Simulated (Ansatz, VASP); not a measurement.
## Two plane-wave programs on ZnB6

The input INCAR:

```
SYSTEM = ZnB6
  PREC = Accurate
  ENCUT = 600
  EDIFF = 1E-6
  ISMEAR = 0
  SIGMA = 0.1
  LREAL = .FALSE.
  LASPH = .TRUE.
  NELM = 80
  ALGO = Fast
  ISIF = 3
  LWAVE = .FALSE.
  LCHARG = .FALSE.
  GGA = PE
  IBRION = 2
  NSW = 100
  EDIFFG = -0.01
```

KPOINTS

```
regular mesh
0
G
  10 10 10
  0 0 0
```

File POSCAR:

```
ZnB6
1.0
    4.1306808803      0.0000000000      0.0000000000
    0.0000000000      4.1306808803      0.0000000000
    0.0000000000      0.0000000000      4.1306808803
Zn B
1 6
Direct
    0.0000000000      0.0000000000      0.0000000000
    0.8011286998      0.5000000000      0.5000000000
    0.1988713002      0.5000000000      0.5000000000
    0.5000000000      0.5000000000      0.8011286998
    0.5000000000      0.5000000000      0.1988713002
    0.5000000000      0.1988713002      0.5000000000
    0.5000000000      0.8011286998      0.5000000000
```

Input for Ansatz:

```yaml
crystal:
  lattice:
    - [4.1306808803, 0.0, 0.0]
    - [0.0, 4.1306808803, 0.0]
    - [0.0, 0.0, 4.1306808803]
  atoms:
    - { symbol: Zn, position: [0.0, 0.0, 0.0] }
    - { symbol: B, position: [0.8011286998, 0.5, 0.5] }
    - { symbol: B, position: [0.1988713002, 0.5, 0.5] }
    - { symbol: B, position: [0.5, 0.5, 0.8011286998] }
    - { symbol: B, position: [0.5, 0.5, 0.1988713002] }
    - { symbol: B, position: [0.5, 0.1988713002, 0.5] }
    - { symbol: B, position: [0.5, 0.8011286998, 0.5] }
basis:
  ecutwfc: 420
kpoints:
  mp_grid: { grid: [10, 10, 10] }
hamiltonian:
  xc: pbe
scf:
  occupations: { method: gaussian, width: 0.1 }
output:
  forces: true
  stress: true
  eigenvalues: true
relax:
  adjacent_minimum: "off"
  f_tol: 0.01
  max_steps: 80
  cell: { stress_tol: 0.05 }
```

Change from the starting cell: species swapped into the ErB6 type (Pm-3m, No. 221).

Alike in both runs: task relaxation of cell and atoms; functional PBE; k mesh 10 × 10 × 10; occupations gaussian, width 0.1 eV; no spin polarisation.

|  | VASP | Ansatz |
| --- | --- | --- |
| version | VASP 6.6.1 | Ansatz 0.2.0 |
| potentials or method | VASP PAW PBE potentials, release 64 (Zn, B) | scalar-relativistic, plane waves, PAW |
| plane-wave cutoff (eV) | 600 | 420 |
| valence electrons in the cell | 30 | 30 |

```tsv
	VASP	Ansatz	Ansatz less VASP
gap on the k mesh at the Fermi level, each at its own relaxed structure (eV)	none	none	-
relaxed volume (Å³/atom)	10.09	10.08	-0.008
relaxed cell length with the largest relative difference (Å)	4.134	4.132	-0.0011
```

A gap of «none» marks a metal or a gap that the smearing closes.
